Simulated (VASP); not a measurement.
Write the native input for VASP 6.6.1 that does the following.

```yaml
Task: single point
Functional: PBE
Potentials_or_basis: VASP PAW PBE potentials, release 64 (Ta_pv, Ga_d, Mg)
Cutoff: 520 eV
k_mesh: 2 × 2 × 4
Occupations: methfessel-paxton, width 0.05 eV
Spin: no spin polarisation
Dipole_correction: no
Further_INCAR_settings: ALGO = Fast; EDIFF = 1e-07; NBANDS = 61
```

The structure of MgTa2Ga2 lies in POSCAR:

```
MgTa2Ga2
1.0
    7.0223450000     -0.0818010000      0.0087990000
   -0.0818010000      7.1266850000     -0.0010270000
    0.0048150000     -0.0005620000      3.8724290000
Ta Ga Mg
4 4 2
Direct
    0.1586152402      0.6637838943      0.5691063801
    0.3693400724      0.1785261365      0.5109461072
    0.8543011494      0.3437959889      0.5053895327
    0.6479521301      0.8373724379      0.5417448972
    0.4108314322      0.8958134824      0.0304018730
    0.1373677645      0.3560079097      0.9864939864
    0.6488501730      0.1272293771      0.9966192878
    0.9190292656      0.6299480915      0.0250915945
    0.0159139682      0.0111411567      0.0191033625
    0.5031389261      0.4692336467      0.9895450074
```

The cell was built by a generator and needn't be a form met in nature.

These files were run (other wordings do the same):

INCAR

```
  ALGO = Fast
  EDIFF = 1E-7
  ENCUT = 520
  GGA = PE
  ISIF = 2
  ISMEAR = 1
  LASPH = T
  LCHARG = F
  LREAL = F
  LWAVE = F
  NBANDS = 61
  NELM = 60
  PREC = Accurate
  SIGMA = 0.05
```

KPOINTS

```
k-points
0
Gamma
  2 2 4
```

Potentials or basis: VASP PAW PBE potentials, release 64 (Ta_pv, Ga_d, Mg).

Launch:

```console
$ cat potpaw_PBE.64/Ta_pv/POTCAR potpaw_PBE.64/Ga_d/POTCAR potpaw_PBE.64/Mg/POTCAR > POTCAR
$ mpirun -np 1 vasp_std > vasp.out
```

Results of the run:

```json
{
  "Pressure": "-6.6 GPa",
  "Largest force": "3.076 eV/Å",
  "Band gap on the k mesh": "0.07 eV, indirect (least direct gap 0.10 eV)"
}
```

Caveat: the k mesh is coarse (spacing up to 0.45 Å⁻¹), so the values aren't converged; spin-orbit coupling is left out, which moves the levels of the heavy elements; forces of over 1 eV/Å show positions far from the minimum, so gaps and moduli don't describe the material at rest.

Wall time 5.5 min on 1 thread of Intel(R) Xeon(R) Platinum 8559C (Emerald Rapids), on a shared host, peak memory 0.36 GiB.
